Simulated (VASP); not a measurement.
An input for Quantum ESPRESSO's pw.x (written as the equivalent of a VASP run, and not itself run):

```
&CONTROL
  calculation = 'scf'
  pseudo_dir = './pseudo'
  outdir = './out'
  tprnfor = .true.
  tstress = .true.
/
&SYSTEM
  ibrav = 0
  nat = 6
  ntyp = 2
  ecutwfc = 84
  occupations = 'smearing'
  smearing = 'gaussian'
  degauss = 0.003675
  input_dft = 'pbe'
  noncolin = .true.
  lspinorb = .true.
/
&ELECTRONS
  conv_thr = 7.3e-08
  electron_maxstep = 100
/
ATOMIC_SPECIES
  Zr 91.224 Zr.upf
  Zn 65.380 Zn.upf
CELL_PARAMETERS angstrom
     0.0000000    4.3877410    4.3877410
     4.3877410    0.0000000    4.3877410
     4.3877410    4.3877410    0.0000000
ATOMIC_POSITIONS crystal
  Zr   0.1250000  0.1250000  0.1250000
  Zr   0.6250000  0.1250000  0.1250000
  Zr   0.1250000  0.6250000  0.1250000
  Zr   0.1250000  0.1250000  0.6250000
  Zn   0.7500000  0.7500000  0.7500000
  Zn   0.5000000  0.5000000  0.5000000
K_POINTS automatic
  3 3 3 0 0 0
```

Question: Translate this input to VASP (INCAR, KPOINTS, POSCAR, choice of POTCAR).

Answer: One answer among several that fit: 
INCAR:
```
SYSTEM = Zr2Zn
PREC = Accurate
ENCUT = 300
EDIFF = 1E-6
NELM = 100
ALGO = Normal
LREAL = .FALSE.
LASPH = .TRUE.
ISMEAR = 0
SIGMA = 0.05
GGA = PE
LMAXMIX = 4
LWAVE = .FALSE.
LCHARG = .FALSE.
ISIF = 2
LSORBIT = .TRUE.
LNONCOLLINEAR = .TRUE.
MAGMOM = 0.0 0.0 0.0 0.0 0.0 0.0 0.0 0.0 0.0 0.0 0.0 0.0 0.0 0.0 0.0 0.0 0.0 0.0
GGA_COMPAT = .FALSE.
LORBIT = 11
```

**POSCAR**
```
Zr2Zn
1
    0.0000000000     4.3877410000     4.3877410000
    4.3877410000     0.0000000000     4.3877410000
    4.3877410000     4.3877410000     0.0000000000
Zr Zn
4 2
Direct
  0.1250000000   0.1250000000   0.1250000000
  0.6250000000   0.1250000000   0.1250000000
  0.1250000000   0.6250000000   0.1250000000
  0.1250000000   0.1250000000   0.6250000000
  0.7500000000   0.7500000000   0.7500000000
  0.5000000000   0.5000000000   0.5000000000
```

**KPOINTS**
```
Automatic mesh
0
Gamma
 3 3 3
```

POTCAR, in this order: Zr_sv Zn (PBE.64 set). Program: vasp_ncl.

Limits of the translation: the potentials are each code's own (VASP's PAW set, PseudoDojo norm-conserving files, fully relativistic, in pw.x), so ENCUT and ecutwfc are chosen apart and not converted; conv_thr bounds pw.x's estimated SCF error, while EDIFF bounds the energy change between steps.

The structure was generated: Zr2Zn was put into an ordered model structure, which need not be its known phase. The cell was not relaxed at this level. The k-mesh is coarse (spacing up to 0.41 per Å, 2π included), so the numbers may not be converged in it. The run is one of a series of settings (GGA_COMPAT = .FALSE., LNONCOLLINEAR = .TRUE., LSORBIT = .TRUE., MAGMOM = 0.0 0.0 0.0 0.0 0.0 0.0 0.0 0.0 0.0 0.0 0.0 0.0 0.0 0.0 0.0 0.0 0.0 0.0, program vasp_ncl against the base run), some of them coarse on purpose.
